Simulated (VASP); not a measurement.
Given:

```
MnB2
1.0
    0.00000     2.47034     2.47034
    2.47034     0.00000     2.47034
    2.47034     2.47034     0.00000
Mn B
1 2
Direct
  0.99263   0.02360   0.97369
  0.26517   0.23679   0.26224
  0.74220   0.73961   0.76407
```
Starting moments (μB, in the order of the record's atoms Mn B B): 4.0 0.0 0.0.

Level of theory: PBE GGA, VASP's PBE PAW potentials (set 64) (plane waves; VASP). Numerical set-up: 400 eV cut-off, 5×5×5 Γ-centred mesh, Fermi-Dirac smearing of 0.10 eV, potentials Mn_pv B.

At this cut-off the stress carries a Pulay error, which pulls relaxed volumes low. The moments were started parallel, and other spin orders were not tried in this run.

Task: Which forces act on the atoms, in eV/Å?

Result: 
| atom | Fx | Fy | Fz |
|---|---|---|---|
| Mn1 | 0.028 | 0.905 | -0.466 |
| B2 | -0.145 | -0.464 | 0.250 |
| B3 | 0.118 | -0.441 | 0.216 |

Task: Give the stress tensor in GPa (positive for a compressed cell).

Result: 
```
-16.94   -1.68   -2.18
 -1.68  -18.37   -0.44
 -2.18   -0.44  -17.40
```
The pressure is its mean diagonal, -17.57 GPa.

The structure was generated: MnB2 was put into an ordered model structure, which need not be its known phase. The cell was not relaxed at this level, atoms are displaced from their ideal sites. The k-mesh is coarse (spacing up to 0.44 per Å, 2π included), so the numbers may not be converged in it.
